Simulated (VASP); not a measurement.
Given:

```
SrO
1.0
    0.00000     2.53884     2.53884
    2.53884     0.00000     2.53884
    2.53884     2.53884     0.00000
Sr O
1 1
Cartesian
  2.53884   2.53884   2.53884
  0.00000   0.00000   0.00000
```

The numbers are results of LDA (Ceperley-Alder, Perdew-Zunger), VASP's LDA PAW potentials (set 64) (plane waves; VASP 6.6.1), not measurements. Settings: 520 eV cut-off, 8×8×8 Γ-centred mesh, Gaussian smearing of 0.050 eV, potentials Sr_sv O.

Q: Predict the energy per atom (σ→0), band gap (on the k-mesh) with the smallest direct gap where there is one.

A: 
| Quantity | Result |
|---|---|
| band gap (on the k-mesh) | 3.07 eV |
| smallest direct gap (on the k-mesh) | 3.12 eV |
| energy per atom (σ→0) | -6.694 eV/atom |

Total energies compare only between runs with the same potentials, cut-off and functional.

The structure comes from a computed database's SrO entry (Fm-3m); how it stands against other phases isn't given here. It was relaxed first, which changed the volume by -5 %. The start is the result of an earlier pass.
